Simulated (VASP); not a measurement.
Data:

```yaml
crystal:
  lattice:
    - [2.83543, 0.00000, 0.00000]
    - [0.00000, 2.83543, 0.00000]
    - [0.00000, 0.00000, 2.83543]
  atoms:
    - { symbol: Al, position: [0.50000, 0.50000, 0.50000] }
    - { symbol: Fe, position: [0.00000, 0.00000, 0.00000] }
```

Method: r2SCAN+rVV10, VASP's PBE PAW potentials (set 64) (plane waves; VASP). Run with 520 eV cut-off, 14×14×14 Γ-centred mesh, tetrahedra with Blöchl corrections, potentials Al Fe.

Problem. What does the run give for the energy per atom (σ→0), band gap (over mesh and band path) with the smallest direct gap where there is one?

Solution. 
band gap (over mesh and band path): none (metal, semimetal or under 0.01 eV)
energy per atom (σ→0): -10.520 eV/atom

The absolute energy has meaning only against runs of the same code, potentials and settings.

The compound is FeAl in the CsCl type structure. It was relaxed first, which changed the volume by -7 %. The run is not spin-polarised, so no magnetic state was tried. The electron count is odd and the run is not spin-polarised, which forces a metal.
